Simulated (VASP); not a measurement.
Energy against volume of BaF$_{2}$ (fluorite). These are PW91 GGA, VASP's PBE PAW potentials (set 64) (plane waves; VASP) values and carry that method's errors.

```tsv
V (Å³/atom)	E (eV/atom)
19.384	-5.75803
20.003	-5.76918
20.621	-5.77290
21.240	-5.77023
21.858	-5.76231
```

**Question.** Fit a third-order Birch-Murnaghan equation of state.

**Answer.** 
| Quantity | Value |
|---|---|
| volume per atom | 20.66 Å³/atom |
| bulk modulus | 53.9 GPa |
| pressure derivative of the bulk modulus | 4.72 |
| lattice constant a | 628.2 pm |

Measured: bulk modulus 57.0 GPa (computed value off by -5.5 %), as given by On the Morphology of Group II Metal Fluoride Nanocrystals at Finite Temperature and Partial Pressure of HF, PMC6154342. The calculation is for a static lattice, while the measured bulk modulus holds thermal and zero-point effects, which are part of the difference.

The compound is BaF2 in the fluorite structure. It was relaxed first.
